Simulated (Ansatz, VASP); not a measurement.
Na2N: VASP beside Ansatz

```xyz
3
Lattice="4.3366 0.0000 0.0000 -2.1683 3.7556 0.0000 0.0000 0.0000 3.3410" Properties=species:S:1:pos:R:3 pbc="T T T"
Na    0.0000    2.5037    0.0000
Na    2.1683    1.2519    0.0000
N     0.0000    0.0000    0.0000
```

Alike in both runs: functional PBE; k mesh 6 × 6 × 4; occupations gaussian, width 0.1 eV; no spin polarisation.

Ansatz relaxed the structure, and its values are those at the end. VASP's run is a single point on that final structure, the one shown.

```csv
,VASP,Ansatz
version,VASP 6.6.1,Ansatz 0.2.0
potentials or method,"VASP PAW PBE potentials, release 64 (Na_pv, N)","scalar-relativistic, plane waves, PAW"
plane-wave cutoff (eV),520,420
valence electrons in the cell,19,23
```

Ansatz gave:

* gap on the k mesh at the Fermi level (eV): none
* pressure (GPa): -0.1

Question: Which values does VASP return?

Answer: gap on the k mesh at the Fermi level (eV): none; pressure (GPa): 0.0.

A gap of «none» marks a metal or a gap that the smearing closes. The functional is the same, so the differences come from potentials, cutoffs and numerics. The two sets of potentials don't hold the same shells in valence.

Caveats: the k mesh is coarse (spacing up to 0.47 Å⁻¹), so the values aren't converged.
